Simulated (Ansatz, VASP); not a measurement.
# HBr in two plane-wave programs, part 2 of 2

Aim: how closely do two programs agree when they are given the same cell, functional and k mesh? Of the first pair: The cell is taken from a series of runs on this material, whose earlier steps may have relaxed, scaled, displaced or heated it; both programs get it as it stands.

VASP 6.6.1 and Ansatz 0.2.0.

So far: The structure; VASP: relaxation of cell and atoms, LDA, pair 1; Ansatz: relaxation of cell and atoms, LDA, pair 1; Comparison.

## (5) Ansatz: relaxation of cell and atoms, LDA, pair 2

Level of this step: Ansatz beside VASP: Kohn-Sham DFT, plane waves, LDA (Ansatz).

The relaxed volume is the usual yardstick between codes: in a stiff, nearly cubic crystal its relative difference is about their pressure difference at one cell divided by the bulk modulus.

The cell is taken from a series of runs on this material, whose earlier steps may have relaxed, scaled, displaced or heated it; both programs get it as it stands.

input.yaml

```yaml
crystal:
  lattice:
    - [2.93496712, -2.4981507473, 0.0]
    - [2.93496712, 2.4981507473, 0.0]
    - [0.0, 0.0, 5.0599431177]
  atoms:
    - { symbol: H, position: [0.0352432668, 0.9647567332, 0.803584121] }
    - { symbol: H, position: [0.9647567332, 0.0352432668, 0.303584121] }
    - { symbol: Br, position: [0.2480569951, 0.7519430049, 0.017415879] }
    - { symbol: Br, position: [0.7519430049, 0.2480569951, 0.517415879] }
kpoints:
  mp_grid: { grid: [6, 6, 6] }
hamiltonian:
  xc: lda
scf:
  occupations: { method: gaussian, width: 0.02 }
output:
  forces: true
  stress: true
  eigenvalues: true
  write_density: true
  write_potential: true
  elf: true
  volumetric_format: npy
relax:
  adjacent_minimum: "off"
  f_tol: 0.005
  max_steps: 80
  cell: { stress_tol: 0.05 }
```

Run with:

```console
> ansatz run input.yaml --threads 2 --pin off --max-ram 5120MiB --backend cpu --events-out ev --progress --plain --runs-dir out
```

Numbers of over 12 decimals in the logs are rounded to 6 here.

What it wrote:

```text
[...]
Crystal: 4 atoms, lattice volume = 74.199 Å³
Basis set: ecut = 420 eV, 1465 PW (Γ)
Bands: 12, of which v1, the nominal top of the filled ones, is band 8 counted from 1 (7 counted from 0)
Symmetry: 4 space group operations
[...]
k-points: 52 of 216 (time reversal used)
[...]
--- Relaxed structure (5 steps of the walk, 5 accepted, 1 SCFs on fresh bases) ---
[...]
cell:  # Å, volume = 74.8862 Å³
    - [2.983387, -2.491928, 0.0]
    - [2.983387, 2.491928, 0.0]
    - [0.0, 0.0, 5.036478]
  atoms:
    - { symbol: H, position: [0.033188, 0.966812, 0.803421] }
    - { symbol: H, position: [0.966812, 0.033188, 0.303421] }
    - { symbol: Br, position: [0.248912, 0.751088, 0.017579] }
    - { symbol: Br, position: [0.751088, 0.248912, 0.517579] }
[key lines of the parts left out:]
SCF converged after 6 iterations
Free energy (F): -5419.864832 eV
Fermi energy:    3.234008 eV
P = ⅓ Tr σ = 0.0143 GPa (0.143 kbar)
```

## (6) VASP: relaxation of cell and atoms, LDA, pair 2

The same cell, functional (in two slightly different forms), mesh and smearing now go to VASP, with its own data sets.

INCAR

```
SYSTEM = HBr
PREC = Accurate
ENCUT = 500
EDIFF = 1E-07
NELM = 120
ISMEAR = 0
SIGMA = 0.02
LREAL = .FALSE.
ALGO = Normal
GGA = PW92
NBANDS = 14
LORBIT = 11
LWAVE = .FALSE.
LCHARG = .FALSE.
ISIF = 3
IBRION = 2
NSW = 80
EDIFFG = -0.005
LASPH = .TRUE.
GGA_COMPAT = .FALSE.
NELMIN = 4
EFERMI = MIDGAP
```

POSCAR

```
HBr
1.0
    2.9349670000     -2.4981510000      0.0000000000
    2.9349670000      2.4981510000      0.0000000000
    0.0000000000      0.0000000000      5.0599430000
H Br
2 2
Direct
    0.0352432659      0.9647567341      0.8035841016
    0.9647567341      0.0352432659      0.3035841016
    0.2480570630      0.7519429370      0.0174158582
    0.7519429370      0.2480570630      0.5174158582
```

KPOINTS

```
Automatic mesh
0
Gamma
6 6 6
0 0 0
```

PAW data sets: H and Br (LDA family, release 64).

Run with:

```console
> mpirun -np 1 vasp_std
```

What it wrote:

```text
[banner, memory and clock lines left out]
running    1 mpi-ranks, on    1 nodes
[...]
[... a notice as in an earlier step ...]

 LDA part: xc-table for (Slater(with rela. corr.)+PW92), standard interpolation
 POSCAR, INCAR and KPOINTS ok, starting setup
[...]
entering main loop
       N       E                     dE             d eps       ncg     rms          rms(c)
DAV:   1     0.772585680450E+02    0.77259E+02   -0.63856E+03  1456   0.926E+02
DAV:   2    -0.672218139950E+01   -0.83981E+02   -0.78114E+02  2110   0.160E+02
DAV:   3    -0.122635272101E+02   -0.55413E+01   -0.55204E+01  1930   0.476E+01
DAV:   4    -0.123096141865E+02   -0.46087E-01   -0.46082E-01  1612   0.532E+00
[...]
DAV:  11    -0.121794283116E+02   -0.11233E-05   -0.32444E-06  1798   0.128E-02    0.737E-03
DAV:  12    -0.121794284726E+02   -0.16101E-06   -0.24256E-07  1676   0.393E-03    0.511E-03
DAV:  13    -0.121794284825E+02   -0.99052E-08   -0.52686E-08   896   0.174E-03
   1 F= -.12179428E+02 E0= -.12179428E+02  d E =-.121794E+02
[... from here on, the cycles between the ionic steps are left out ...]
   2 F= -.12179579E+02 E0= -.12179579E+02  d E =-.150899E-03
   3 F= -.12179645E+02 E0= -.12179645E+02  d E =-.216611E-03
   4 F= -.12179750E+02 E0= -.12179750E+02  d E =-.104813E-03
   5 F= -.12180010E+02 E0= -.12180010E+02  d E =-.364767E-03
   6 F= -.12180282E+02 E0= -.12180282E+02  d E =-.636859E-03
   7 F= -.12180289E+02 E0= -.12180289E+02  d E =-.644221E-03
   8 F= -.12180288E+02 E0= -.12180288E+02  d E =0.166000E-05
   9 F= -.12180298E+02 E0= -.12180298E+02  d E =-.913884E-05
  10 F= -.12180313E+02 E0= -.12180313E+02  d E =-.148410E-04
  11 F= -.12180332E+02 E0= -.12180332E+02  d E =-.338635E-04
[...]
reached required accuracy - stopping structural energy minimisation
```

Parts of OUTCAR (step 6):

```text
  Total       -0.0053645     -0.0053800      0.0033728      0.0000000      0.0000000      0.0000000
  in kB       -0.1153092     -0.1156430      0.0724986      0.0000000      0.0000000      0.0000000
  external PRESSURE =      -0.0528179 kB  Pullay stress =       0.0000000 kB

 POSITION                                       TOTAL-FORCE (eV/Angst)
 -----------------------------------------------------------------------------------
      2.97265      2.32865      4.03939         0.000000      0.000665      0.000989
      2.97265     -2.32865      1.52412         0.000000     -0.000665      0.000989
      2.97265      1.25281      0.09068         0.000000     -0.001607     -0.000989
      2.97265     -1.25281      2.60595         0.000000      0.001607     -0.000989
 -----------------------------------------------------------------------------------
    total drift:                               -0.000000     -0.000000     -0.000024

  FREE ENERGIE OF THE ION-ELECTRON SYSTEM (eV)
  ---------------------------------------------------
  free  energy   TOTEN  =       -12.1803323163 eV

  energy  without entropy=      -12.1803323163  energy(sigma->0) =      -12.18033232

[... 2 parts as in an earlier step ...]

[... 2 further parts left out ...]
[key lines of the parts left out:]
E-fermi :   1.6846
```

## (7) Comparison

Compared:

```
                                         quantity  Ansatz   VASP  difference
                                      volume (Å³)   74.89  74.54     +0.47 %
edge a after relaxation, in the typed setting (Å)   3.887  3.879     +0.21 %
edge c after relaxation, in the typed setting (Å)   5.037  5.030     +0.12 %
```

## (8) Ansatz: relaxation of cell and atoms, LDA, pair 3

The relaxed volume is the usual yardstick between codes: in a stiff, nearly cubic crystal its relative difference is about their pressure difference at one cell divided by the bulk modulus. Its start cell is another than that of the pair before, and may be another structure of the material.

The two relaxations start from unlike cells of this crystal, so only their ends are compared.

input.yaml

```yaml
crystal:
  lattice:
    - [3.06, -2.72, 0.0]
    - [3.06, 2.72, 0.0]
    - [0.0, 0.0, 5.614]
  atoms:
    - { symbol: H, position: [0.075, 0.925, 0.821] }
    - { symbol: H, position: [0.925, 0.075, 0.321] }
    - { symbol: Br, position: [0.25, 0.75, 0.0] }
    - { symbol: Br, position: [0.75, 0.25, 0.5] }
kpoints:
  mp_grid: { grid: [6, 6, 4] }
hamiltonian:
  xc: lda
scf:
  occupations: { method: gaussian, width: 0.1 }
output:
  forces: true
  stress: true
  eigenvalues: true
relax:
  adjacent_minimum: "off"
  f_tol: 0.05
  max_steps: 80
  cell: { stress_tol: 0.5 }
```

Run with:

```console
> ansatz run input.yaml --threads 2 --pin off --max-ram 5120MiB --backend cpu --events-out ev --progress --plain --runs-dir out
```

What it wrote:

```text
[...]
Crystal: 4 atoms, lattice volume = 93.453 Å³
Basis set: ecut = 420 eV, 1825 PW (Γ)
Bands: 12, of which v1, the nominal top of the filled ones, is band 8 counted from 1 (7 counted from 0)
Symmetry: 4 space group operations
[...]
k-points: 39 of 144 (time reversal used)
[...]
--- Relaxed structure (6 steps of the walk, 6 accepted, 1 SCFs on fresh bases) ---
[...]
cell:  # Å, volume = 74.1989 Å³
    - [2.934967, -2.498151, 0.0]
    - [2.934967, 2.498151, 0.0]
    - [0.0, 0.0, 5.059943]
  atoms:
    - { symbol: H, position: [0.035243, 0.964757, 0.803584] }
    - { symbol: H, position: [0.964757, 0.035243, 0.303584] }
    - { symbol: Br, position: [0.248057, 0.751943, 0.017416] }
    - { symbol: Br, position: [0.751943, 0.248057, 0.517416] }
[key lines of the parts left out:]
SCF converged after 4 iterations
Free energy (F): -5419.863800 eV
Fermi energy:    3.340093 eV
P = ⅓ Tr σ = 0.1743 GPa (1.743 kbar)
```

## (9) VASP: relaxation of cell and atoms, LDA, pair 3

Its own start cell and the same functional (in two slightly different forms), mesh and smearing now go to VASP, with its own data sets.

Edit INCAR of step 6 so:

```diff
@@ -6,3 +6,3 @@
 ISMEAR = 0
-SIGMA = 0.02
+SIGMA = 0.1
 LREAL = .FALSE.
```

POSCAR

```
HBr
1.0
    2.9812349348     -2.4866506152      0.0000000000
    2.9812349348      2.4866506152      0.0000000000
    0.0000000000      0.0000000000      5.0495320171
H Br
2 2
Direct
    0.0333506110      0.9666493890      0.8034810989
    0.9666493890      0.0333506110      0.3034810989
    0.2491959479      0.7508040521      0.0175189011
    0.7508040521      0.2491959479      0.5175189011
```

KPOINTS

```
Automatic mesh
0
Gamma
6 6 4
0 0 0
```

Run with:

```console
> mpirun -np 1 vasp_std
```

What it wrote:

```text
[... set-up lines as in an earlier step ...]
 entering main loop
       N       E                     dE             d eps       ncg     rms          rms(c)
DAV:   1     0.765583624880E+02    0.76558E+02   -0.63467E+03  1092   0.923E+02
DAV:   2    -0.667153043662E+01   -0.83230E+02   -0.77461E+02  1598   0.160E+02
DAV:   3    -0.122607171809E+02   -0.55892E+01   -0.55708E+01  1416   0.478E+01
DAV:   4    -0.123074979430E+02   -0.46781E-01   -0.46776E-01  1230   0.531E+00
[...]
DAV:  11    -0.121805744932E+02   -0.11007E-05   -0.28916E-06  1326   0.121E-02    0.704E-03
DAV:  12    -0.121805746524E+02   -0.15918E-06   -0.23739E-07  1212   0.385E-03    0.473E-03
DAV:  13    -0.121805746614E+02   -0.90765E-08   -0.48524E-08   690   0.167E-03
   1 F= -.12180575E+02 E0= -.12180575E+02  d E =-.121806E+02
[... from here on, the cycles between the ionic steps are left out ...]
   2 F= -.12180596E+02 E0= -.12180596E+02  d E =-.214787E-04
   3 F= -.12180602E+02 E0= -.12180602E+02  d E =-.277339E-04
   4 F= -.12180612E+02 E0= -.12180612E+02  d E =-.913822E-05
   5 F= -.12180634E+02 E0= -.12180634E+02  d E =-.314757E-04
   6 F= -.12180652E+02 E0= -.12180652E+02  d E =-.500823E-04
[...]
reached required accuracy - stopping structural energy minimisation
```

From OUTCAR (step 9):

```text
  Total        0.0006120      0.0168020      0.0120089      0.0000000      0.0000000      0.0000000
  in kB        0.0131677      0.3614822      0.2583627      0.0000000      0.0000000      0.0000000
  external PRESSURE =       0.2110042 kB  Pullay stress =       0.0000000 kB

 POSITION                                       TOTAL-FORCE (eV/Angst)
 -----------------------------------------------------------------------------------
      2.97576      2.31959      4.04640         0.000000      0.003446     -0.002452
      2.97576     -2.31959      1.52729         0.000000     -0.003446     -0.002452
      2.97576      1.24519      0.08998         0.000000     -0.003598      0.002452
      2.97576     -1.24519      2.60908         0.000000      0.003598      0.002452
 -----------------------------------------------------------------------------------
    total drift:                               -0.000000      0.000000      0.000032

  FREE ENERGIE OF THE ION-ELECTRON SYSTEM (eV)
  ---------------------------------------------------
  free  energy   TOTEN  =       -12.1806524776 eV

  energy  without entropy=      -12.1806524776  energy(sigma->0) =      -12.18065248

[... 1 part as in an earlier step ...]

[... 3 further parts left out ...]
[key lines of the parts left out:]
E-fermi :   1.6872
```

## (10) Side by side

Compared:

```
                                         quantity  Ansatz   VASP  difference
                                      volume (Å³)   74.20  74.47     -0.36 %
edge a after relaxation, in the typed setting (Å)   3.854  3.876     -0.56 %
edge c after relaxation, in the typed setting (Å)   5.060  5.038     +0.43 %
```

## (11) Summary of results

```
difference in volume (relaxation of cell and atoms, LDA, pair 1)                                        : 0.40 %
difference in volume (relaxation of cell and atoms, LDA, pair 2)                                        : 0.47 %
difference in edge a after relaxation, in the typed setting (relaxation of cell and atoms, LDA, pair 3) : -0.56 %
```

The difference in edge a after relaxation, in the typed setting is -0.56 % (relaxation of cell and atoms, LDA, pair 3), within the 1.2 % picked in this series as the mark of a large difference, as far as the stopping tolerances let one tell. Such differences can come from data sets, numerical settings and the points named under the comparisons, not from the functional's error against experiment.

[Lines on the potential files, build, host, timing and source positions are cut from VASP's logs without a mark.]

[Logs are printed without paths, hosts, clocks, repeated set-up lines and the standing remarks that a program may print on its own settings, such as how far it seeks lower states.]

[Hosts, paths, dates, database ids (printed as entryN), source tags and the programs' standing remarks are cut or masked in the printed files.]
